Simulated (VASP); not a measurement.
Energy against volume of SrTiO$_{3}$ (cubic perovskite). Calculation: TPSS meta-GGA, VASP's PBE PAW potentials (set 64) (plane waves; VASP 6.6.1). Run with 520 eV cut-off, 6×6×6 Γ-centred mesh, Gaussian smearing of 0.050 eV, potentials Sr_sv Ti_sv O.

| V (Å³/atom) | E (eV/atom) |
|---|---|
| 11.391 | -12.53974 |
| 11.754 | -12.56145 |
| 12.118 | -12.56875 |
| 12.481 | -12.56394 |

Fit these four points and predict the energy of the run at 12.845 Å³/atom.

A cubic in V^(−2/3), the third-order Birch-Murnaghan form, passes through the four points with V0 = 12.14 Å³/atom and B0 = 176 GPa, and gives -12.5490 eV/atom there. The run gave -12.5487 eV/atom, +0.3 meV/atom from the fit; all five points give B0 = 177 GPa.

The compound is SrTiO3 in the cubic perovskite structure, the ideal cubic form; the compound distorts at low or room temperature. It was relaxed first.
